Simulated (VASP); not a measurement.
The input files of a VASP run:

File POSCAR:
```
CoSi2
1
    0.0000000000     2.7336000000     2.7336000000
    2.7336000000     0.0000000000     2.7336000000
    2.7336000000     2.7336000000     0.0000000000
Co Si
1 2
Direct
  0.0000000000   0.0000000000   0.0000000000
  0.2500000000   0.2500000000   0.2500000000
  0.7500000000   0.7500000000   0.7500000000
```

INCAR:
```
SYSTEM = CoSi2
PREC = Accurate
ENCUT = 400
EDIFF = 1E-6
NELM = 100
ALGO = Normal
LREAL = .FALSE.
LASPH = .TRUE.
ISMEAR = 1
SIGMA = 0.1
GGA = PE
LMAXMIX = 4
LWAVE = .FALSE.
LCHARG = .FALSE.
ISIF = 2
LDAU = .TRUE.
LDAUTYPE = 2
LDAUL = 2 -1
LDAUU = 1.0 0
LDAUJ = 0 0
LDAUPRINT = 1
LORBIT = 10
```

**KPOINTS**
```
Automatic mesh
0
Gamma
9 9 9
0 0 0
```

POTCAR, in this order: Co Si (PBE.64 set). Program: vasp_std.

Question: Translate this PBE+U calculation to Ansatz.

Answer: One equivalent input (not run):
Ansatz 0.2 input:
```yaml
crystal:
  lattice:
    - [0.0000000, 2.7336000, 2.7336000]
    - [2.7336000, 0.0000000, 2.7336000]
    - [2.7336000, 2.7336000, 0.0000000]
  atoms:
    - { symbol: Co, position: [0.0000000, 0.0000000, 0.0000000] }
    - { symbol: Si, position: [0.2500000, 0.2500000, 0.2500000] }
    - { symbol: Si, position: [0.7500000, 0.7500000, 0.7500000] }
kpoints:
  mp_grid: { grid: [9, 9, 9] }
hamiltonian:
  xc: pbe
  pseudopotentials: { kind: paw }
  hubbard:
    sites:
      - { species: Co, l: d, u_eff: 1 }
scf:
  occupations: { method: methfessel_paxton, width: 0.1 }
  max_iter: 100
output: { forces: true, stress: true, eigenvalues: true }
```
The two are equivalent in intent, not identical: each code has its own PAW files, so the cut-off isn't converted (ENCUT is set for VASP's; basis.ecutwfc is left out, and Ansatz then takes the one that its files recommend); Ansatz stops its SCF on the density residual and VASP on the energy change (EDIFF); the +U projectors differ, so the same U acts differently.

The compound is CoSi2 in the fluorite structure. The cell was not relaxed at this level. The run is one of a series of settings (LDAU = .TRUE., LDAUJ = 0 0, LDAUL = 2 -1, LDAUTYPE = 2, LDAUU = 1.0 0 against the base run), some of them coarse on purpose.
